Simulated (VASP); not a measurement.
These are PBE GGA, VASP's PBE PAW potentials (set 64) (plane waves; VASP) values and carry that method's errors.

VASP input:

File POSCAR:
```
WSe2
1
    1.6619638773    -2.8786055388     0.0000000000
    1.6619638773     2.8786055388     0.0000000000
    0.0000000000     0.0000000000    14.7572916539
W Se
2 4
Direct
  0.3333330000   0.6666670000   0.2500000000
  0.6666670000   0.3333330000   0.7500000000
  0.3333330000   0.6666670000   0.8637925979
  0.6666670000   0.3333330000   0.3637925979
  0.6666670000   0.3333330000   0.1362074021
  0.3333330000   0.6666670000   0.6362074021
```

**INCAR**
```
IBRION  =  2
LREAL  =  .False.   ! projection in real space or not
SIGMA  =  0.05
ISIF  =  3
SYSTEM  =  WSe2
LCHARG  =  .False.
PREC  =  Accurate
GGA  =  PE
LWAVE  =  .False.
ISMEAR  =  0   ! Gaussian
NSW  =  40   ! most ionic steps
PSTRESS  =  50
EDIFF  =  1E-6   ! SCF stop (eV)
EDIFFG  =  -0.02   ! ionic stop
LASPH  =  .True.   ! aspherical one-centre terms
LMAXMIX  =  6   ! l cut-off of mixed one-centre charges
ENCUT  =  500
ALGO  =  Normal
NELM  =  100   ! most electronic steps
```

KPOINTS:
```
kpoints
0
Gamma
  8 8 2
0 0 0
```

POTCAR, in this order: W_sv Se (PBE.64 set). Program: vasp_std.

Output

**OSZICAR**
```
...
DAV:   4    -0.431631044150E+02    0.31464E-02   -0.10470E-02  1338   0.604E-01    0.541E-01
DAV:   5    -0.431624436371E+02    0.66078E-03   -0.29497E-03  1496   0.336E-01    0.159E-01
DAV:   6    -0.431622415631E+02    0.20207E-03   -0.12517E-03  1705   0.165E-01    0.438E-02
DAV:   7    -0.431622351640E+02    0.63991E-05   -0.16578E-04  1555   0.774E-02    0.254E-02
DAV:   8    -0.431622336372E+02    0.15269E-05   -0.10723E-05  1290   0.195E-02    0.971E-03
DAV:   9    -0.431622336132E+02    0.23989E-07   -0.25959E-06  1171   0.908E-03
   4 F= -.38998802E+02 E0= -.38998802E+02  d E =-.614855E-01
       N       E                     dE             d eps       ncg     rms          rms(c)
DAV:   1    -0.432818395866E+02   -0.11961E+00   -0.88022E+00  1366   0.203E+01    0.338E+00
DAV:   2    -0.431331899264E+02    0.14865E+00   -0.81829E-01  1417   0.615E+00    0.105E+00
DAV:   3    -0.431032621927E+02    0.29928E-01   -0.92210E-02  1517   0.144E+00    0.716E-01
DAV:   4    -0.430984636882E+02    0.47985E-02   -0.17123E-02  1370   0.784E-01    0.667E-01
DAV:   5    -0.430975093294E+02    0.95436E-03   -0.42365E-03  1495   0.401E-01    0.170E-01
DAV:   6    -0.430971866320E+02    0.32270E-03   -0.17963E-03  1697   0.197E-01    0.553E-02
DAV:   7    -0.430971779599E+02    0.86721E-05   -0.24567E-04  1583   0.926E-02    0.340E-02
DAV:   8    -0.430971760237E+02    0.19362E-05   -0.17894E-05  1486   0.261E-02    0.958E-03
DAV:   9    -0.430971759602E+02    0.63479E-07   -0.35434E-06  1273   0.964E-03
   5 F= -.39023223E+02 E0= -.39023223E+02  d E =-.859060E-01
       N       E                     dE             d eps       ncg     rms          rms(c)
DAV:   1    -0.431951021131E+02   -0.97926E-01   -0.43606E+00  1283   0.135E+01    0.195E+00
DAV:   2    -0.431143314506E+02    0.80771E-01   -0.64824E-01  1388   0.490E+00    0.876E-01
DAV:   3    -0.431006121580E+02    0.13719E-01   -0.47341E-02  1373   0.105E+00    0.420E-01
DAV:   4    -0.430960957667E+02    0.45164E-02   -0.13921E-02  1387   0.610E-01    0.261E-01
DAV:   5    -0.430959680736E+02    0.12769E-03   -0.11068E-03  1561   0.194E-01    0.140E-01
DAV:   6    -0.430959057350E+02    0.62339E-04   -0.39742E-04  1567   0.982E-02    0.195E-02
DAV:   7    -0.430958964931E+02    0.92419E-05   -0.77027E-05  1408   0.452E-02    0.620E-03
DAV:   8    -0.430958977008E+02   -0.12076E-05   -0.51865E-06  1326   0.135E-02    0.392E-03
DAV:   9    -0.430958978118E+02   -0.11098E-06   -0.84266E-07   914   0.523E-03
   6 F= -.39066731E+02 E0= -.39066731E+02  d E =-.435086E-01
       N       E                     dE             d eps       ncg     rms          rms(c)
DAV:   1    -0.440038737129E+02   -0.90798E+00   -0.40299E+01  1291   0.408E+01    0.585E+00
DAV:   2    -0.432397096356E+02    0.76416E+00   -0.59140E+00  1356   0.146E+01    0.264E+00
DAV:   3    -0.431216876402E+02    0.11802E+00   -0.40212E-01  1334   0.310E+00    0.126E+00
DAV:   4    -0.430857906525E+02    0.35897E-01   -0.10584E-01  1387   0.170E+00    0.795E-01
DAV:   5    -0.430831167690E+02    0.26739E-02   -0.13386E-02  1516   0.718E-01    0.450E-01
DAV:   6    -0.430826819581E+02    0.43481E-03   -0.31711E-03  1574   0.305E-01    0.697E-02
DAV:   7    -0.430826110495E+02    0.70909E-04   -0.64230E-04  1401   0.122E-01    0.217E-02
DAV:   8    -0.430826161104E+02   -0.50609E-05   -0.60597E-05  1673   0.449E-02    0.126E-02
DAV:   9    -0.430826147947E+02    0.13156E-05   -0.82226E-06  1312   0.138E-02    0.511E-03
DAV:  10    -0.430826153356E+02   -0.54087E-06   -0.13917E-06  1071   0.635E-03
   7 F= -.39188033E+02 E0= -.39188033E+02  d E =-.164810E+00
       N       E                     dE             d eps       ncg     rms          rms(c)
DAV:   1    -0.467943681604E+02   -0.37118E+01   -0.17015E+02  1263   0.839E+01    0.125E+01
DAV:   2    -0.435120364440E+02    0.32823E+01   -0.23678E+01  1294   0.294E+01    0.544E+00
DAV:   3    -0.430965258412E+02    0.41551E+00   -0.15427E+00  1369   0.634E+00    0.280E+00
DAV:   4    -0.429843249344E+02    0.11220E+00   -0.26847E-01  1454   0.277E+00    0.191E+00
DAV:   5    -0.429581861276E+02    0.26139E-01   -0.83662E-02  1486   0.192E+00    0.102E+00
DAV:   6    -0.429568532705E+02    0.13329E-02   -0.11373E-02  1475   0.644E-01    0.403E-01
DAV:   7    -0.429567243747E+02    0.12890E-03   -0.25240E-03  1422   0.259E-01    0.954E-02
DAV:   8    -0.429567073287E+02    0.17046E-04   -0.43840E-04  1620   0.118E-01    0.306E-02
DAV:   9    -0.429567019042E+02    0.54245E-05   -0.47400E-05  1565   0.336E-02    0.156E-02
DAV:  10    -0.429567017234E+02    0.18082E-06   -0.44627E-06  1268   0.104E-02
   8 F= -.39332295E+02 E0= -.39332295E+02  d E =-.309072E+00
       N       E                     dE             d eps       ncg     rms          rms(c)
DAV:   1    -0.431378818354E+02   -0.18118E+00   -0.13051E+01  1240   0.226E+01    0.448E+00
DAV:   2    -0.430645784093E+02    0.73303E-01   -0.72043E-01  1345   0.474E+00    0.164E+00
DAV:   3    -0.430311001263E+02    0.33478E-01   -0.80097E-02  1434   0.164E+00    0.403E-01
DAV:   4    -0.430293931362E+02    0.17070E-02   -0.13005E-02  1630   0.619E-01    0.180E-01
DAV:   5    -0.430291857419E+02    0.20739E-03   -0.11636E-03  1562   0.183E-01    0.108E-01
DAV:   6    -0.430290915378E+02    0.94204E-04   -0.32880E-04  1460   0.986E-02    0.151E-02
DAV:   7    -0.430290916304E+02   -0.92642E-07   -0.18076E-05  1538   0.233E-02    0.814E-03
DAV:   8    -0.430290919195E+02   -0.28907E-06   -0.11519E-06   921   0.662E-03
   9 F= -.39357864E+02 E0= -.39357864E+02  d E =-.255690E-01
       N       E                     dE             d eps       ncg     rms          rms(c)
DAV:   1    -0.430328555341E+02   -0.37639E-02   -0.14055E+00  1240   0.737E+00    0.152E+00
DAV:   2    -0.430251093007E+02    0.77462E-02   -0.76210E-02  1353   0.153E+00    0.520E-01
DAV:   3    -0.430216569237E+02    0.34524E-02   -0.76093E-03  1405   0.518E-01    0.144E-01
DAV:   4    -0.430214286369E+02    0.22829E-03   -0.12710E-03  1694   0.196E-01    0.623E-02
DAV:   5    -0.430214170096E+02    0.11627E-04   -0.12899E-04  1521   0.616E-02    0.332E-02
DAV:   6    -0.430214146000E+02    0.24096E-05   -0.35678E-05  1546   0.349E-02    0.568E-03
DAV:   7    -0.430214153759E+02   -0.77587E-06   -0.25117E-06  1136   0.909E-03
  10 F= -.39365464E+02 E0= -.39365464E+02  d E =-.331691E-01
       N       E                     dE             d eps       ncg     rms          rms(c)
DAV:   1    -0.430335432578E+02   -0.12129E-01   -0.31014E-01  1256   0.394E+00    0.466E-01
DAV:   2    -0.430271537199E+02    0.63895E-02   -0.32478E-02  1481   0.948E-01    0.275E-01
DAV:   3    -0.430257131813E+02    0.14405E-02   -0.37275E-03  1496   0.358E-01    0.128E-01
DAV:   4    -0.430252630332E+02    0.45015E-03   -0.13936E-03  1490   0.191E-01    0.732E-02
DAV:   5    -0.430252681532E+02   -0.51199E-05   -0.22665E-04  1507   0.876E-02    0.404E-02
DAV:   6    -0.430252549062E+02    0.13247E-04   -0.49048E-05  1496   0.425E-02    0.941E-03
DAV:   7    -0.430252549710E+02   -0.64812E-07   -0.54135E-06  1307   0.132E-02
  11 F= -.39368530E+02 E0= -.39368530E+02  d E =-.306675E-02
       N       E                     dE             d eps       ncg     rms          rms(c)
DAV:   1    -0.430282709981E+02   -0.30161E-02   -0.82487E-02  1256   0.203E+00    0.241E-01
DAV:   2    -0.430265646947E+02    0.17063E-02   -0.87113E-03  1488   0.491E-01    0.142E-01
DAV:   3    -0.430261829877E+02    0.38171E-03   -0.98929E-04  1481   0.184E-01    0.657E-02
DAV:   4    -0.430260633807E+02    0.11961E-03   -0.37249E-04  1490   0.987E-02    0.376E-02
DAV:   5    -0.430260644790E+02   -0.10983E-05   -0.60880E-05  1486   0.455E-02    0.209E-02
DAV:   6    -0.430260609636E+02    0.35154E-05   -0.13295E-05  1517   0.221E-02    0.493E-03
DAV:   7    -0.430260609930E+02   -0.29410E-07   -0.13750E-06   868   0.693E-03
  12 F= -.39368972E+02 E0= -.39368972E+02  d E =-.350845E-02
```

### OUTCAR
```
------------------------ aborting loop because EDIFF is reached ----------------------------------------
  FORCE on cell =-STRESS in cart. coord.  units (eV):
  Direction    XX          YY          ZZ          XY          YZ          ZX
  --------------------------------------------------------------------------------------
  Total        3.7023436      3.7023418      3.6823805      0.0000000      0.0000000      0.0000000
  in kB       50.6187273     50.6187025     50.3457893      0.0000000      0.0000000      0.0000000
  external PRESSURE =       0.5277397 kB  Pullay stress =      50.0000000 kB
  volume of cell :      117.19
      direct lattice vectors                 reciprocal lattice vectors
     1.634593225 -2.831197823 -0.000000000     0.305886500 -0.176603696  0.000000000
     1.634593225  2.831197823 -0.000000000     0.305886500  0.176603696 -0.000000000
    -0.000000000  0.000000000 12.660946683     0.000000000 -0.000000000  0.078983035
 POSITION                                       TOTAL-FORCE (eV/Angst)
 -----------------------------------------------------------------------------------
      1.63459      0.94373      3.16524         0.000000     -0.000000      0.000000
      1.63459     -0.94373      9.49571        -0.000000      0.000000      0.000000
      1.63459      0.94373     11.18436         0.000000      0.000000     -0.013617
      1.63459     -0.94373      4.85389         0.000000      0.000000     -0.013617
      1.63459     -0.94373      1.47658         0.000000      0.000000      0.013617
      1.63459      0.94373      7.80706         0.000000     -0.000000      0.013617
 -----------------------------------------------------------------------------------
    total drift:                               -0.000135      0.001044     -0.000033
  FREE ENERGIE OF THE ION-ELECTRON SYSTEM (eV)
  ---------------------------------------------------
  free  energy   TOTEN  =       -43.0260609930 eV

  energy  without entropy=      -43.0260609930  energy(sigma->0) =      -43.02606099
  enthalpy is  TOTEN    =       -39.3689721761 eV   P V=        3.6570888169

 reached required accuracy - stopping structural energy minimisation
```
(Selected blocks of OUTCAR.)

### CONTCAR
```
WSe2
   1.00000000000000
     1.6345932252835689   -2.8311978231092438   -0.0000000000000000
     1.6345932252835689    2.8311978231092438   -0.0000000000000000
    -0.0000000000000000    0.0000000000000000   12.6609466831231998
  W               Se
     2     4
Direct
     0.3333330000000032    0.6666669999999968    0.2500000000000000
     0.6666669999999968    0.3333330000000032    0.7500000000000000
     0.3333330000000032    0.6666669999999968    0.8833748881573684
     0.6666669999999968    0.3333330000000032    0.3833748881573684
     0.6666669999999968    0.3333330000000032    0.1166251118426316
     0.3333330000000032    0.6666669999999968    0.6166251118426316
```

Energy and stress use the plane-wave basis of the starting cell. Without a dispersion term in the relaxation, distances and binding between the weakly bound layers, chains or molecules are unreliable, and so is what depends on them.

The compound is WSe2 in the 2H layered structure. This run relaxes it under an external pressure of 5 GPa. Symmetry was kept, so distortions that lower it aren't found.
